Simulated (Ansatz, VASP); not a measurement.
# SiC: VASP beside Ansatz

One calculation is typed for both programs; each brings its own data sets. How far apart do they land? The cell is taken from a series of runs on this material, whose earlier steps may have relaxed, scaled, displaced or heated it; both programs get it as it stands.

Program: Ansatz 0.2.0. Level of theory: plane waves, with VASP 6.6.1 beside it; zone-centre phonons at LDA. Results are calculated unless marked as measured.

### 1. The starting structure

It takes space group P6_3mc (No. 186, hexagonal). The conventional cell has a = 3.120 Å, b = 3.120 Å, c = 9.971 Å, α = 90.00°, β = 90.00°, γ = 120.00°. C has 4 Si at 1.89 to 1.90 Å nearest. Nearest to C lie 4 Si at 1.88 to 1.90 Å. Nearest to Si lie 4 C at 1.89 to 1.90 Å. Nearest to Si lie 4 C at 1.88 to 1.90 Å. Farther neighbours are not listed.

### 2. Ansatz: zone-centre phonons, LDA

Ansatz runs on its PAW soft_1 files.

Second derivatives magnify differences that forces hide, and they need a tight electronic threshold.

The input, input.yaml:

```yaml
crystal:
  lattice:
    - [3.1196728408, 0.0, 0.0]
    - [-1.5598364204, 2.7017159316, 0.0]
    - [0.0, 0.0, 9.9711827996]
  atoms:
    - { symbol: C, position: [0.6666666667, 0.3333333333, 0.7491568708] }
    - { symbol: C, position: [0.3333333333, 0.6666666667, 0.2491568708] }
    - { symbol: C, position: [0.0, 0.0, 0.4999074382] }
    - { symbol: C, position: [0.0, 0.0, -9.25618e-05] }
    - { symbol: Si, position: [0.6666666667, 0.3333333333, 0.9384052365] }
    - { symbol: Si, position: [0.3333333333, 0.6666666667, 0.4384052365] }
    - { symbol: Si, position: [0.0, 0.0, 0.6885294546] }
    - { symbol: Si, position: [0.0, 0.0, 0.1885294546] }
kpoints:
  mp_grid: { grid: [9, 9, 4] }
hamiltonian:
  xc: lda
  pseudopotentials: { kind: paw, azcp: { folder: soft_1 }, xc_functional: pbe }
scf:
  occupations: { method: fixed }
output:
  eigenvalues: true
phonons:
  method: dfpt
  dielectric: true
  rigid_motions: translations
```

On the command line:

```sh
ansatz run input.yaml --threads 8 --pin off --max-ram 16384MiB --backend cpu --events-out ev --progress --plain --runs-dir out
```

Numbers of over 12 decimals in the logs are rounded to 6 here.

Output:

```text
Engine: ansatz 0.2.0, aarch64-unknown-linux-gnu
Pseudopotentials: kind: paw
Pseudopotential: C, paw, valence charge 4, recommended cutoff 420 eV (normal), soft_1/C.paw.azcp
Pseudopotential: Si, paw, valence charge 4, recommended cutoff 420 eV (normal), soft_1/Si.paw.azcp
Functional definition: SPW92
  exchange = slater_x
  correlation = pw_c
Crystal: 8 atoms, lattice volume = 84.042 Å³
Basis set: ecut = 420 eV, 1641 PW (Γ), exchange–correlation on 48×48×144 points (8 copies of the dense FFT grid, shifted against one another)
Bands: 24, of which v1, the nominal top of the filled ones, is band 16 counted from 1 (15 counted from 0)
Symmetry: 12 space group operations
k-points: 95 of 324 (irreducible under 2 space group operations, time reversal used)
Non-local potential: C, projectors of the file, l = 0: 2, l = 1: 2, l = 2: 1
Non-local potential: Si, projectors of the file, l = 0: 2, l = 1: 2, l = 2: 1
PAW form: soft (Blöchl's): semilocal exchange-correlation on the pseudo side does not see the compensation charge
PAW frozen core: C, regenerated for the run's functional, and the local potential with it (the file was generated under x = pbe(κ = 0.804, μ = 0.219515), c = pbe(β = 0.066725))
PAW frozen core: Si, regenerated for the run's functional, and the local potential with it (the file was generated under x = pbe(κ = 0.804, μ = 0.219515), c = pbe(β = 0.066725))
PAW one-centre angular grid: C, 110 points (default); XC on 64 Gauss nodes
PAW one-centre angular grid: Si, 110 points (default); XC on 64 Gauss nodes
Initial density: superposition of atomic densities (chi_scale 0.1, normalization cell, long waves kept (reshape's long-wave potential 0.00 eV rms))
Initial wavefunctions: pseudopotential atomic-orbital guess
Functional: x = slater, c = lda
SCF iter   1: F=—  HF=-3414.697960 eV  |F-HF|=—  |Δ(HF+E_count)|=         —  Δρ=1.34e-1  dr2=1.87e1  ethr=3.10e-3  ⟨swp⟩=5.0  Hψ=10533  notcnv=0  defer=526
preconditioner: auto → none  [insulator: Δε(μ)=4.063 eV  Ē_g=12.596 eV  n_scr=6 (ndim 8)  ℏωp=22.9 eV  f_vac=0.000  ε∞_Penn≈4.3]
SCF iter   2: F=—  HF=-3409.163206 eV  |F-HF|=—  |Δ(HF+E_count)|=    5.53e0  Δρ=5.05e-2  dr2=1.44e0  ethr=3.10e-3  ⟨swp⟩=4.1  Hψ=6371  notcnv=0  defer=550
SCF iter   3: F=—  HF=-3408.743333 eV  |F-HF|=—  |Δ(HF+E_count)|=   4.20e-1  Δρ=1.86e-2  dr2=1.53e-1  ethr=3.10e-3  ⟨swp⟩=2.6  Hψ=4439  notcnv=0  defer=550
SCF iter   4: F=—  HF=-3408.709612 eV  |F-HF|=—  |Δ(HF+E_count)|=   3.37e-2  Δρ=1.42e-3  dr2=9.76e-4  ethr=4.79e-4  ⟨swp⟩=2.2  Hψ=2439  notcnv=0  defer=568
SCF iter   5: F=—  HF=-3408.709988 eV  |F-HF|=—  |Δ(HF+E_count)|=   3.77e-4  Δρ=3.42e-4  dr2=1.43e-4  ethr=3.05e-6  ⟨swp⟩=2.1  Hψ=3669  notcnv=0  defer=570
SCF iter   6: F=—  HF=-3408.709953 eV  |F-HF|=—  |Δ(HF+E_count)|=   3.57e-5  Δρ=1.34e-4  dr2=1.07e-5  ethr=4.46e-7  ⟨swp⟩=2.1  Hψ=3267  notcnv=0  defer=532
SCF iter   7: F=—  HF=-3408.709954 eV  |F-HF|=—  |Δ(HF+E_count)|=   1.93e-6  Δρ=2.37e-5  dr2=5.57e-7  ethr=3.36e-8  ⟨swp⟩=2.3  Hψ=3167  notcnv=0  defer=336
SCF iter   8: F=—  HF=-3408.709952 eV  |F-HF|=—  |Δ(HF+E_count)|=   2.00e-6  Δρ=1.10e-5  dr2=1.70e-7  ethr=1.74e-9  ⟨swp⟩=2.1  Hψ=3392  notcnv=0  defer=290
SCF iter   9: F=—  HF=-3408.709952 eV  |F-HF|=—  |Δ(HF+E_count)|=   4.41e-8  Δρ=2.35e-6  dr2=3.10e-9  ethr=5.31e-10  ⟨swp⟩=2.1  Hψ=3041  notcnv=0  defer=290
SCF iter  10: F=-3408.709952 eV  HF=-3408.709952 eV  |F-HF|=5.46e-12  |Δ(HF+E_count)|=  8.79e-10  Δρ=4.26e-7  dr2=5.46e-11  ethr=1.00e-12  ⟨swp⟩=15.1  Hψ=19576  notcnv=0
SCF 1 converged in 10 iterations: F = -3408.709952 eV  dr2 = 5.46e-11
  greatest PAW one-centre occupation: 0.638 electrons in one spin orbital (limit 2), on the C atom at site 1 (counted from 0), in its partial waves of l = 0
NSCF: frozen V_eff on 4 k-points
DFPT response loops at Γ: preconditioner auto → Resta (q_TF=auto, 2.323 Å⁻¹)  ε∞=5.3 (no band partly filled); β = 1.00, the filter's whole step (`scf.mixing.beta` (0.50) is not read by the response loops at its default; to damp them type it under 1.00, their step now; it binds the ground state too); Broyden in place of MSR1
── the response to a field inside a basis, on 10×10×4 k-points: an SCF that follows is theirs, and a resumed run solves both again ──
Bands: 17, of which v1, the nominal top of the filled ones, is band 16 counted from 1 (15 counted from 0)
k-points: 60 of 400 (irreducible under 4 space group operations, time reversal used)
Initial density: handed on by an earlier stage of this run
Initial wavefunctions: pseudopotential atomic-orbital guess (no wavefunctions were taken with the density)
Eigensolver: Dense (60 Hₖ)
SCF iter   1: F=—  HF=-3408.700190 eV  |F-HF|=—  |Δ(HF+E_count)|=         —  Δρ=1.25e-4  dr2=3.12e-6  ethr=1.00e-1
preconditioner: auto → none  [insulator: Δε(μ)=2.251 eV  Ē_g=9.601 eV  n_scr=6 (ndim 8)  ℏωp=22.9 eV  f_vac=0.000  ε∞_Penn≈6.7]
SCF iter   2: F=—  HF=-3408.700191 eV  |F-HF|=—  |Δ(HF+E_count)|=   5.33e-7  Δρ=6.04e-5  dr2=6.92e-7  ethr=9.74e-9
SCF iter   3: F=-3408.700191 eV  HF=-3408.700191 eV  |F-HF|=4.26e-8  |Δ(HF+E_count)|=   2.62e-7  Δρ=4.69e-6  dr2=4.93e-8  ethr=2.16e-9
SCF 1 converged in 3 iterations: F = -3408.700191 eV  dr2 = 4.93e-8
DFPT response loops at Γ: preconditioner auto → Resta (q_TF=auto, 2.323 Å⁻¹)  ε∞=5.2 (no band partly filled); β = 1.00, the filter's whole step (`scf.mixing.beta` (0.50) is not read by the response loops at its default; to damp them type it under 1.00, their step now; it binds the ground state too); Broyden in place of MSR1
SCF converged after 10 iterations
Free energy (F): -3408.709952 eV
Harris-Foulkes:  -3408.709952 eV  (|F-HF|=5.46e-12)
Internal energy: -3408.709952 eV  (E = F + TS)
E sigma→0 (E₀):  -3408.709952 eV
Fermi energy:    9.216135 eV
--- Per-component energies (eV) ---
  E_band       = 103.349107
  E_kinetic    = 529.846042
  E_local      = -394.245003  (includes V_loc(G=0)·N_el)
  E_nonlocal   = 187.938083
  E_hartree    = 127.755212
  E_xc         = -418.320143
  E_vxc        = -433.314823  (∫ρ·V_xc dr)
  E_paw        = -2309.896296  (= ΣΔE_a)
  E_vpaw       = -42.385803  (= ΣTr[D̂ρ^β])
  E_aug_tail   = 0.000192  (compensation charges beyond the density's cutoff)
  E_ewald      = -1132.376691
  E_core_change = 0.588653  (= ΣΔE_core)
  E_smearing   = -0.000000  (= −TS)
  E_closure    = 0.000000  (closes the sum)
  Σ components = -3408.709952   (vs F -3408.709952, Δ=0.00e0)
--- Band table (eV; the first three rows and the last of 95) ---
  k-point 0: bands = [... 12 lower, 8.4244, 9.0577, 9.0577, 9.2161, 13.6657, 14.2818, 14.9696, 15.2887, ... 4 higher]
  k-point 1: bands = [... 12 lower, 8.6074, 8.8150, 8.9969, 8.9969, 13.7221, 14.1220, 15.1650, 15.4163, ... 4 higher]
  k-point 2: bands = [... 12 lower, 8.8319, 8.8319, 8.8319, 8.8319, 13.8850, 13.8850, 15.4345, 15.4345, ... 4 higher]
  k-point 94: bands = [... 12 lower, 5.9676, 5.9676, 7.8233, 7.8233, 13.3900, 13.3900, 14.6671, 14.6671, ... 4 higher]
--- Phonons (Γ-DFPT): 8 representative perturbations + reference, on 95 of 324 k-points (Σ response iterations 25) ---
  k mesh reduced under 2 symmetry operations, with k and −k counted as one. Each operation leaves every solved perturbation unchanged. A smaller set is not considered because the run solves the response to a homogeneous field
  ASR residual: 1.457e-4 → 0.000e0 eV/Å²; symmetrization residual: 4.360e-6 eV/Å²
  ASR residual per site (eV/Å²): 6.60e-5 6.60e-5 1.46e-4 1.46e-4 1.06e-4 1.06e-4 7.59e-5 7.59e-5
  Γ frequencies (cm⁻¹): 0.00 0.00 0.00 191.59 191.59 200.09 200.09 259.23 259.23 393.47 402.58 595.54 729.60 729.60 737.56 737.56 747.10 747.10 757.80 757.80 770.36 823.77 895.43 904.95
  ε∞ (high-frequency dielectric tensor):
        7.105346    -0.000000     0.000000
       -0.000000     7.105346    -0.000000
        0.000000    -0.000000     7.226013
  ε⁰ (static dielectric tensor: ions relaxed, cell fixed):
       10.618354    -0.000000     0.000000
       -0.000000    10.618354     0.000000
        0.000000     0.000000    10.865628
  ε⁰ − ε∞ (ionic part):
        3.513008    -0.000000     0.000000
       -0.000000     3.513008     0.000000
        0.000000     0.000000     3.639614
  softest optical mode at Γ: 191.59 cm⁻¹; the repairs (sum rule, projections) moved no ω² at Γ by more than (2.38 cm⁻¹)²
  Born effective charges Z* (e; rows j = field, columns β = displacement):
    site 0:
        -2.71759    0.00000   -0.00000
         0.00000   -2.71759    0.00000
        -0.00000    0.00000   -2.74229
    site 1:
        -2.71759    0.00000   -0.00000
         0.00000   -2.71759   -0.00000
        -0.00000    0.00000   -2.74229
    site 2:
        -2.66533   -0.00000   -0.00000
         0.00000   -2.66533    0.00000
        -0.00000    0.00000   -2.82183
    site 3:
        -2.66533    0.00000   -0.00000
        -0.00000   -2.66533    0.00000
        -0.00000    0.00000   -2.82183
    site 4:
         2.68732   -0.00000    0.00000
         0.00000    2.68732   -0.00000
         0.00000   -0.00000    2.61966
    site 5:
[...]
site 6:
[...]
site 7:
[...]
Z* charge neutrality: 9.725e-3 e pre-enforcement
  solved inside a basis spanned on kpoints, on 10×10×4 k-points, its susceptibility summed on 14×14×4: ε∞ is read to err by 2.6e-2, Z* by 1.6e-2 e (field_mesh: kpoints solves on kpoints); Z* is corrected for what the basis lacks
  optical modes at Γ without the LO–TO term, one row a degenerate level:
      ω (cm⁻¹)  modes    IR ((D/Å)²/amu)
[...]
optical modes at Γ + LO–TO along q̂ = [1.0000, 0.0000, 0.0000]:
      ω (cm⁻¹)  modes    IR ((D/Å)²/amu)
[...]
optical modes at Γ + LO–TO along q̂ = [0.0000, 1.0000, 0.0000]:
      ω (cm⁻¹)  modes    IR ((D/Å)²/amu)
[...]
optical modes at Γ + LO–TO along q̂ = [0.0000, 0.0000, 1.0000]:
      ω (cm⁻¹)  modes    IR ((D/Å)²/amu)
[...]
729.60      2             0.2009
        737.56      2             0.0000
        747.10      2             0.0000
        757.80      2           158.7234
        823.44      1             0.0617
        895.43      1             0.0000
        904.95      1             0.0000
        944.54      1            84.8886
```

Reading the cycles: dr2 is the Hartree energy of the density residual (eV), the measure of convergence; HF is the Harris–Foulkes estimate of the energy, which meets the free energy F at convergence.

[end of part 1 of 3]

[Lines on the potential files, build, host, timing and source positions are cut from VASP's logs without a mark.]

[Logs are printed without paths, hosts, clocks, repeated set-up lines and the standing remarks that a program may print on its own settings, such as how far it seeks lower states.]

[Hosts, paths, dates, database ids (printed as entryN), source tags and the programs' standing remarks are cut or masked in the printed files.]
